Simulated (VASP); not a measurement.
# Cd4TeO3 (P6/mmm) in VASP: notebook, part 2 of 2

VASP 6.6.1. Earlier steps stand in the parts before.

### 3 Relaxation of cell and atoms, PBE

This run uses another cell than the first one, of 23.50 Å³/atom, 1.036 times its volume.

INCAR reads:

```
SYSTEM = Cd4TeO3
PREC     = Normal         ! precision mode
ENCUT    = 520            ! plane-wave cutoff, eV
EDIFF    = 1E-4           ! SCF threshold, eV
ISMEAR   = 0              ! smearing method
SIGMA    = 0.15           ! smearing width, eV
LREAL    = .False.        ! projectors in reciprocal space
LASPH    = .True.         ! aspherical terms in the spheres
NELM     = 60             ! most SCF steps
ALGO     = Fast           ! electronic algorithm
ISIF     = 3              ! what is computed and relaxed
LWAVE    = .False.        ! write WAVECAR
LCHARG   = .False.        ! write CHGCAR
GGA      = PE             ! functional
IBRION   = 2              ! ionic algorithm
NSW      = 24             ! ionic steps
EDIFFG   = -0.08          ! ionic threshold
```

KPOINTS reads:

```
Automatic mesh
0
Gamma
  3 3 2
  0 0 0
```

POSCAR reads:

```
Cd4TeO3
1.0
    5.0034788100      0.0000000000      0.0000000000
   -2.5017394100      4.3331397600      0.0000000000
    0.0000000000      0.0000000000      8.6696242000
Cd Te O
4 1 3
Direct
    0.5000000000      0.0000000000      0.5000000000
    0.0000000000      0.5000000000      0.5000000000
    0.5000000000      0.5000000000      0.5000000000
    0.0000000000      0.0000000000      0.5000000000
    0.0000000000      0.0000000000      0.0000000000
    0.5000000000      0.0000000000      0.0000000000
    0.0000000000      0.5000000000      0.0000000000
    0.5000000000      0.5000000000      0.0000000000
```

Potentials or basis: VASP PAW PBE potentials, release 64 (Cd, Te, O).

The run is started by

```console
cat potpaw_PBE.64/Cd/POTCAR potpaw_PBE.64/Te/POTCAR potpaw_PBE.64/O/POTCAR > POTCAR
mpirun -np 1 vasp_std > vasp.out
```

OUTCAR:

```text
SYSTEM = Cd4TeO3
   PREC = Normal
   ENCUT = 520
   EDIFF = 1E-4
   ISMEAR = 0
   LREAL = .False.
   LASPH = .True.
   NELM = 60
   ISIF = 3
   GGA = PE
   IBRION = 2
   NSW = 24
   EDIFFG = -0.08

 ion  position               nearest neighbor table
   1  0.500  0.000  0.500-   4 2.50   4 2.50   2 2.50   2 2.50   3 2.50   3 2.50
   2  0.000  0.500  0.500-   3 2.50   3 2.50   1 2.50   1 2.50   4 2.50   4 2.50
   3  0.500  0.500  0.500-   2 2.50   2 2.50   4 2.50   4 2.50   1 2.50   1 2.50
   4  0.000  0.000  0.500-   1 2.50   1 2.50   3 2.50   3 2.50   2 2.50   2 2.50
   5  0.000  0.000  0.000-   6 2.50   6 2.50   8 2.50   8 2.50   7 2.50   7 2.50
   6  0.500  0.000  0.000-   5 2.50   5 2.50
   7  0.000  0.500  0.000-   5 2.50   5 2.50
   8  0.500  0.500  0.000-   5 2.50   5 2.50

  LATTYP: Found a hexagonal cell.
 ALAT       =     5.0034788100
 C/A-ratio  =     1.7327192798

  Lattice vectors:

 A1 = (   5.0034788100,   0.0000000000,   0.0000000000)
 A2 = (  -2.5017394100,   4.3331397600,   0.0000000000)
 A3 = (   0.0000000000,   0.0000000000,   8.6696242000)

Analysis of symmetry for initial positions (statically):
=====================================================================
 Subroutine PRICEL returns:
 Original cell was already a primitive cell.

 Routine SETGRP: Setting up the symmetry group for a
 hexagonal supercell.

 Subroutine GETGRP returns: Found 24 space group operations
 (whereof 24 operations were pure point group operations)
 out of a pool of 24 trial point group operations.

The static configuration has the point symmetry D_6h.

Analysis of symmetry for dynamics (positions and initial velocities):
=====================================================================
 Subroutine PRICEL returns:
 Original cell was already a primitive cell.

 Routine SETGRP: Setting up the symmetry group for a
 hexagonal supercell.
[... 110 lines left out ...]
   NUPDOWN=      -1.0000    fix difference up-down
   EMIN   =  10.00;   EMAX   =-10.00  energy-range for DOS
   EFERMI =   0.00;   METHOD = LEGACY
   ISMEAR =     0;   SIGMA  =   0.15  broadening in eV -4-tet -1-fermi 0-gaus
   EFERMI_NEDOS =   21; number of points for ismear=-14 and -15
   IALGO  =     68    algorithm
   IMIX   =      4    mixing-type and parameters
     AMIX     =   0.40;   BMIX     =  1.00
     AMIX_MAG =   1.60;   BMIX_MAG =  1.00
  volume/ion in A,a.u.               =      23.50       158.56
  Fermi-wavevector in a.u.,A,eV,Ry     =   1.188942  2.246775 19.232964  1.413583
  Thomas-Fermi vector in A             =   2.325060
   LORBIT       =      0    0 simple, 1 ext, 2 COOP (PROOUT), +10 PAW based schemes
   GGA     = PE    functional components
   LHFCALC =     F    Hartree Fock is set to
   AEXX    =    0.0000 exact exchange contribution
   IVDW    =     0    specifies the selected vdW correction
   LEPSILON=     F    determine dielectric tensor
   LRPA    =     F    only Hartree local field effects (RPA)
 conjugate gradient relaxation of ions
 non-spin polarized calculation
 RMM-DIIS sequential band-by-band and
 Gauss-broadening in eV      SIGMA  =   0.15
  energy-cutoff  :      520.00
  volume of cell :      187.96
 maximum number of plane-waves:      5096
   NGX = 19   NGY = 19   NGZ = 33

--------------------------------------- Ionic step        1  -------------------------------------------

 number of electron      71.9999944 magnetization

 Free energy of the ion-electron system (eV)
  ---------------------------------------------------
  ext. energy  EPLUGINS =         0.00000000
  ---------------------------------------------------
  free energy    TOTEN  =       -11.63404853 eV

  energy without entropy =      -11.55930993  energy(sigma->0) =      -11.59667923

------------------------ aborting loop because EDIFF is reached ----------------------------------------

  FORCE on cell =-STRESS in cart. coord.  units (eV):
  Direction    XX          YY          ZZ          XY          YZ          ZX
  --------------------------------------------------------------------------------------
  -------------------------------------------------------------------------------------
  Total       28.9097009     28.9097009     -3.2648440     -0.0000000      0.0000000     -0.0000000
  in kB      246.4218116    246.4218120    -27.8290244     -0.0000003      0.0000000     -0.0000000
  external PRESSURE =     155.0048664 kB  Pullay stress =       0.0000000 kB
[... 959 lines left out ...]
     42       5.5358      0.00000
     43       5.5358      0.00000

[... ionic steps 4 to 19 ...]

--------------------------------------- Ionic step       20  -------------------------------------------

 number of electron      71.9999912 magnetization

------------------------ aborting loop because EDIFF is reached ----------------------------------------
[... 79 lines left out ...]
--------------------------------------- Ionic step       22  -------------------------------------------

 number of electron      71.9999954 magnetization

 Free energy of the ion-electron system (eV)
  ---------------------------------------------------
  ext. energy  EPLUGINS =         0.00000000
  ---------------------------------------------------
  free energy    TOTEN  =       -17.12670348 eV

  energy without entropy =      -16.94794111  energy(sigma->0) =      -17.03732229

 E-fermi :   2.7675     XC(G=0): -10.5977

 val. band max:        2.7507786580   @ k =   0.3333  -0.0000   0.5000
 cond. band min:       2.7946751677   @ k =   0.0000   0.0000   0.5000
 fundamental gap:      0.0438965097
 Fermi energy:         2.7674613283
[... 309 lines left out ...]
  FREE ENERGIE OF THE ION-ELECTRON SYSTEM (eV)
  ---------------------------------------------------
  free  energy   TOTEN  =       -17.1267034758 eV

  energy  without entropy=      -16.9479411060  energy(sigma->0) =      -17.03732229

 reached required accuracy - stopping structural energy minimisation
```

CONTCAR:

```text
Cd4TeO3
   1.00000000000000
     5.7862586821538597   -0.0000000010168321   -0.0000000000000000
    -2.8931293477397682    5.0110470170144010   -0.0000000000000000
     0.0000000000000000   -0.0000000000000000    4.9932485885574733
  Cd              Te              O
     4     1     3
Direct
     0.5000000000000000    0.0000000000000000    0.5000000000000000
     0.0000000000000000    0.5000000000000000    0.5000000000000000
     0.5000000000000000    0.5000000000000000    0.5000000000000000
     0.0000000000000000    0.0000000000000000    0.5000000000000000
     0.0000000000000000    0.0000000000000000    0.0000000000000000
     0.5000000000000000    0.0000000000000000    0.0000000000000000
     0.0000000000000000    0.5000000000000000    0.0000000000000000
     0.5000000000000000    0.5000000000000000    0.0000000000000000

  0.00000000E+00  0.00000000E+00  0.00000000E+00
  0.00000000E+00  0.00000000E+00  0.00000000E+00
  0.00000000E+00  0.00000000E+00  0.00000000E+00
  0.00000000E+00  0.00000000E+00  0.00000000E+00
  0.00000000E+00  0.00000000E+00  0.00000000E+00
  0.00000000E+00  0.00000000E+00  0.00000000E+00
  0.00000000E+00  0.00000000E+00  0.00000000E+00
  0.00000000E+00  0.00000000E+00  0.00000000E+00
```

Wall time 7.4 min (1 thread of Intel Xeon Platinum 8259CL at 2.50GHz (Skylake/Cascade Lake), shared host); peak memory 0.22 GiB.

What came out:

- Free energy: -17.1267 eV
- Relaxed volume: 18.10 Å³/atom
- Relaxed cell: a = 5.786 Å, b = 5.786 Å, c = 4.993 Å, α = 90.00°, β = 90.00°, γ = 120.00°
- Space group after relaxing (to 0.05 Å): P6/mmm (No. 191)
- Energy gained by relaxing: 686.6 meV/atom
- Ionic steps: 22
- Pressure after relaxing: -0.1 GPa
- Band gap on the k mesh: none (metal or under the smearing width)

The path:
```csv
step,energy change (eV),largest force (eV/Å),pressure (GPa),volume (Å³)
1,0.0000,0.0000,15.50,187.96
2,-1.0219,0.0000,-7.08,254.11
3,-2.1572,0.0000,-1.45,220.78
4,-2.1580,0.0000,-1.22,220.11
5,-2.1575,0.0000,-1.05,219.44
6,-2.2672,0.0000,-1.16,214.43
7,-2.6930,0.0000,-1.70,199.33
8,-4.0863,0.0000,-2.22,168.87
9,2.2630,0.0000,66.90,106.94
10,-4.3880,0.0000,-2.07,163.28
11,-5.2224,0.0000,6.08,135.25
12,-5.2439,0.0000,2.54,142.06
13,-5.2621,0.0000,3.38,139.57
14,-5.3585,0.0000,3.22,139.41
15,-5.3987,0.0000,3.04,139.16
16,-5.4165,0.0000,3.99,138.30
17,-5.4256,0.0000,3.32,138.73
18,-5.4273,0.0000,3.51,138.57
19,-5.4909,0.0000,0.66,143.72
20,-5.4917,0.0000,-0.38,145.55
21,-5.4926,0.0000,-0.07,144.91
22,-5.4927,0.0000,-0.10,144.78
```

Final structure:
```yaml
crystal:
  lattice:
    - [5.78626, 0.00000, 0.00000]
    - [-2.89313, 5.01105, 0.00000]
    - [0.00000, 0.00000, 4.99325]
  atoms:
    - { symbol: Cd, position: [0.50000, 0.00000, 0.50000] }
    - { symbol: Cd, position: [0.00000, 0.50000, 0.50000] }
    - { symbol: Cd, position: [0.50000, 0.50000, 0.50000] }
    - { symbol: Cd, position: [0.00000, 0.00000, 0.50000] }
    - { symbol: Te, position: [0.00000, 0.00000, 0.00000] }
    - { symbol: O, position: [0.50000, 0.00000, 0.00000] }
    - { symbol: O, position: [0.00000, 0.50000, 0.00000] }
    - { symbol: O, position: [0.50000, 0.50000, 0.00000] }
```

Caveat: the k mesh is coarse (spacing up to 0.48 Å⁻¹), so the values aren't converged; the volume moved by over 15 % at a fixed basis, so the end points are rough; the relaxation stopped at a loose force limit of 0.08 eV/Å, so its end isn't a converged minimum.
